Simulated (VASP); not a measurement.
All values below come from PBEsol GGA, VASP's PBE PAW potentials (set 64) (plane waves; VASP 6.6.1).

A VASP calculation is set up with these files.

**INCAR**
```
! general
SYSTEM =GaSb
PREC   =Accurate
ENCUT  =500
LREAL  =F
LASPH  =T

! electronic loop
EDIFF  =1E-6
NELM   =100
ALGO   =Normal
LMAXMIX=4

! smearing
ISMEAR =0
SIGMA  =0.05

! functional
GGA    =PS

! ions
IBRION =2
NSW    =40
ISIF   =3
EDIFFG =-0.02
PSTRESS=100

! output
LWAVE  =F
LCHARG =F
```

KPOINTS:
```
Automatic mesh
0
Gamma
8 8 8
0 0 0
```

POSCAR:
```
GaSb
1
    0.0000000000     2.9194805545     2.9194805545
    2.9194805545    -0.0000000000     2.9194805545
    2.9194805545     2.9194805545    -0.0000000000
Ga Sb
1 1
Direct
  0.0000000000   0.0000000000   0.0000000000
  0.2500000000   0.2500000000   0.2500000000
```

POTCAR, in this order: Ga_d Sb (PBE.64 set). Program: vasp_std.

The run wrote:

### OUTCAR
```
 ion  position               nearest neighbor table
   1  0.000  0.000  0.000-   2 2.53   2 2.53   2 2.53   2 2.53
   2  0.250  0.250  0.250-   1 2.53   1 2.53   1 2.53   1 2.53
  LATTYP: Found a face centered cubic cell.
 ALAT       =     5.8389611090
 Subroutine PRICEL returns:
 Original cell was already a primitive cell.
 Subroutine GETGRP returns: Found 24 space group operations
The static configuration has the point symmetry T_d .
The dynamic configuration has the point symmetry T_d .
 Subroutine INISYM returns: Found 24 space group operations
 Subroutine IBZKPT returns following result:
 Found     29 irreducible k-points:

 Following reciprocal coordinates:
            Coordinates               Weight
  0.000000  0.000000  0.000000      1.000000
  0.125000  0.000000  0.000000      8.000000
  0.250000  0.000000  0.000000      8.000000
  0.375000  0.000000  0.000000      8.000000
  0.500000  0.000000  0.000000      4.000000
  0.125000  0.125000  0.000000      6.000000
  0.250000  0.125000  0.000000     24.000000
  0.375000  0.125000  0.000000     24.000000
  0.500000  0.125000  0.000000     24.000000
 -0.375000  0.125000  0.000000     24.000000
 -0.250000  0.125000  0.000000     24.000000
 -0.125000  0.125000  0.000000     12.000000
  0.250000  0.250000  0.000000      6.000000
  0.375000  0.250000  0.000000     24.000000
  0.500000  0.250000  0.000000     24.000000
 -0.375000  0.250000  0.000000     24.000000
 -0.250000  0.250000  0.000000     12.000000
  0.375000  0.375000  0.000000      6.000000
  0.500000  0.375000  0.000000     24.000000
 -0.375000  0.375000  0.000000     12.000000
  0.500000  0.500000  0.000000      3.000000
  0.375000  0.250000  0.125000     24.000000
  0.500000  0.250000  0.125000     48.000000
 -0.375000  0.250000  0.125000     24.000000
...
```

### OSZICAR
```
       N       E                     dE             d eps       ncg     rms          rms(c)
DAV:   1     0.776351836694E+02    0.77635E+02   -0.86572E+03   754   0.178E+03
DAV:   2    -0.248047465686E+01   -0.80116E+02   -0.78178E+02   799   0.316E+02
DAV:   3    -0.798745214778E+01   -0.55070E+01   -0.54884E+01   929   0.722E+01
DAV:   4    -0.808241373407E+01   -0.94962E-01   -0.94934E-01   858   0.105E+01
DAV:   5    -0.808492779343E+01   -0.25141E-02   -0.25140E-02   996   0.154E+00    0.376E+00
DAV:   6    -0.798577891259E+01    0.99149E-01   -0.10546E-01   980   0.682E+00    0.225E+00
DAV:   7    -0.794738771261E+01    0.38391E-01   -0.75102E-02   884   0.280E+00    0.412E-01
DAV:   8    -0.794760607612E+01   -0.21836E-03   -0.59864E-03   948   0.120E+00    0.151E-01
DAV:   9    -0.794784271179E+01   -0.23664E-03   -0.56904E-04   810   0.192E-01    0.518E-02
DAV:  10    -0.794782519176E+01    0.17520E-04   -0.22283E-05   977   0.430E-02    0.130E-02
DAV:  11    -0.794783295656E+01   -0.77648E-05   -0.11700E-05   839   0.256E-02    0.340E-03
DAV:  12    -0.794783307302E+01   -0.11646E-06   -0.32179E-07   582   0.514E-03
   1 F= -.48415847E+01 E0= -.48415847E+01  d E =-.484158E+01
```

File OUTCAR:
```
------------------------ aborting loop because EDIFF is reached ----------------------------------------
  FORCE on cell =-STRESS in cart. coord.  units (eV):
  Direction    XX          YY          ZZ          XY          YZ          ZX
  --------------------------------------------------------------------------------------
  Total        3.0725107      3.0725107      3.0725107      0.0000000     -0.0000000      0.0000000
  in kB       98.9138770     98.9138770     98.9138770      0.0000000     -0.0000000      0.0000000
  external PRESSURE =      -1.0861230 kB  Pullay stress =     100.0000000 kB
  volume of cell :       49.77
      direct lattice vectors                 reciprocal lattice vectors
     0.000000000  2.919480555  2.919480555    -0.171263343  0.171263343  0.171263343
     2.919480555  0.000000000  2.919480555     0.171263343 -0.171263343  0.171263343
     2.919480555  2.919480555  0.000000000     0.171263343  0.171263343 -0.171263343
  FREE ENERGIE OF THE ION-ELECTRON SYSTEM (eV)
  ---------------------------------------------------
  free  energy   TOTEN  =        -7.9478330730 eV

  energy  without entropy=       -7.9478330730  energy(sigma->0) =       -7.94783307
  enthalpy is  TOTEN    =        -4.8415847324 eV   P V=        3.1062483406

 reached required accuracy - stopping structural energy minimisation
```
(Selected blocks of OUTCAR.)

The compound is GaSb in the zinc blende structure. It was relaxed first under an external pressure of 10 GPa.
